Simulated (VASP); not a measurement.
Shape and ions are relaxed at each volume.

Energy against volume of Te (trig). Method: PBEsol GGA, VASP's PBE PAW potentials (set 64) (plane waves; VASP).

```json
[
 {"V (Å³/atom)": "30.142", "E (eV/atom)": "-3.51304"},
 {"V (Å³/atom)": "31.104", "E (eV/atom)": "-3.52385"},
 {"V (Å³/atom)": "32.066", "E (eV/atom)": "-3.52698"},
 {"V (Å³/atom)": "33.028", "E (eV/atom)": "-3.52412"},
 {"V (Å³/atom)": "33.990", "E (eV/atom)": "-3.51677"}
]
```

Task: Fit a third-order Birch-Murnaghan equation of state.

Result: 
- volume per atom: 32.05 Å³/atom
- bulk modulus: 33.0 GPa
- pressure derivative of the bulk modulus: 7.86

Measured: bulk modulus 19.0 GPa (computed value off by +73.8 %), as given by Seho Yi et al., Inorganic Chemistry (2018), arXiv:1712.00894. The calculation is for a static lattice, while the measured bulk modulus holds thermal and zero-point effects, which are part of the difference.

The compound is Te in the trig structure. It was relaxed first, which changed the volume by -6 %.
